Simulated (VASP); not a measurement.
All values below come from PBE GGA, VASP's PBE PAW potentials (set 64) (plane waves; VASP).

Input for VASP

### INCAR
```
SYSTEM = Cd
PREC = Normal
ENCUT = 400
EDIFF = 1E-5
NELM = 100
ALGO = Fast
LREAL = .FALSE.
LASPH = .TRUE.
ISMEAR = 1
SIGMA = 0.1
GGA = PE
LMAXMIX = 4
LWAVE = .FALSE.
LCHARG = .FALSE.
NELMIN = 4
IBRION = 2
ISIF = 2
NSW = 20
EDIFFG = -0.03
```

File POSCAR:
```
Cd
1
    1.5024203087    -2.6022686125     0.0000000000
    1.5024203087     2.6022686125     0.0000000000
    0.0000000000     0.0000000000     5.9145479262
Cd
2
Direct
  0.3333330000   0.6666670000   0.2500000000
  0.6666670000   0.3333330000   0.7500000000
```

### KPOINTS
```
Automatic mesh
0
Gamma
16 16 8
0 0 0
```

POTCAR, in this order: Cd (PBE.64 set). Program: vasp_std.

Output

**OSZICAR**
```
       N       E                     dE             d eps       ncg     rms          rms(c)
DAV:   1     0.141305100267E+03    0.14131E+03   -0.11595E+04  4816   0.122E+03
DAV:   2     0.129023252986E+01   -0.14001E+03   -0.13731E+03  4976   0.340E+02
DAV:   3    -0.156998552700E+01   -0.28602E+01   -0.28571E+01  5896   0.582E+01
DAV:   4    -0.157307705397E+01   -0.30915E-02   -0.30915E-02  5616   0.165E+00
DAV:   5    -0.157308633677E+01   -0.92828E-05   -0.92829E-05  5928   0.829E-02    0.396E+00
RMM:   6    -0.148723883174E+01    0.85848E-01   -0.25241E-01  4800   0.525E+00    0.322E+00
RMM:   7    -0.148366221142E+01    0.35766E-02   -0.33582E-02  4800   0.144E+00    0.158E+00
RMM:   8    -0.148421754512E+01   -0.55533E-03   -0.52297E-03  4800   0.111E+00    0.112E-01
RMM:   9    -0.148428730625E+01   -0.69761E-04   -0.71801E-04  4800   0.269E-01    0.511E-02
RMM:  10    -0.148432024308E+01   -0.32937E-04   -0.16988E-04  4800   0.189E-01    0.207E-02
RMM:  11    -0.148431877558E+01    0.14675E-05   -0.11447E-05  2763   0.355E-02
   1 F= -.14843188E+01 E0= -.14842498E+01  d E =-.148432E+01
```

### OUTCAR
```
------------------------ aborting loop because EDIFF is reached ----------------------------------------
  FORCE on cell =-STRESS in cart. coord.  units (eV):
  Direction    XX          YY          ZZ          XY          YZ          ZX
  --------------------------------------------------------------------------------------
  Total       -0.0225508     -0.0225509     -0.4939461      0.0000000     -0.0000000      0.0000000
  in kB       -0.7812290     -0.7812291    -17.1117738      0.0000000     -0.0000000      0.0000000
  external PRESSURE =      -6.2247440 kB  Pullay stress =       0.0000000 kB
  volume of cell :       46.25
      direct lattice vectors                 reciprocal lattice vectors
     1.502420309 -2.602268613  0.000000000     0.332796353 -0.192140042  0.000000000
     1.502420309  2.602268613  0.000000000     0.332796353  0.192140042  0.000000000
     0.000000000  0.000000000  5.914547926     0.000000000  0.000000000  0.169074630
 POSITION                                       TOTAL-FORCE (eV/Angst)
 -----------------------------------------------------------------------------------
      1.50242      0.86742      1.47864        -0.000000      0.000000      0.000000
      1.50242     -0.86742      4.43591         0.000000     -0.000000      0.000000
 -----------------------------------------------------------------------------------
    total drift:                               -0.000000      0.000204      0.000001
  FREE ENERGIE OF THE ION-ELECTRON SYSTEM (eV)
  ---------------------------------------------------
  free  energy   TOTEN  =        -1.4843187756 eV

  energy  without entropy=       -1.4841119921  energy(sigma->0) =       -1.48424985

 reached required accuracy - stopping structural energy minimisation
```
(Selected blocks of OUTCAR.)

The compound is Cd in the hcp structure. It was relaxed first, which changed the volume by +7 %.
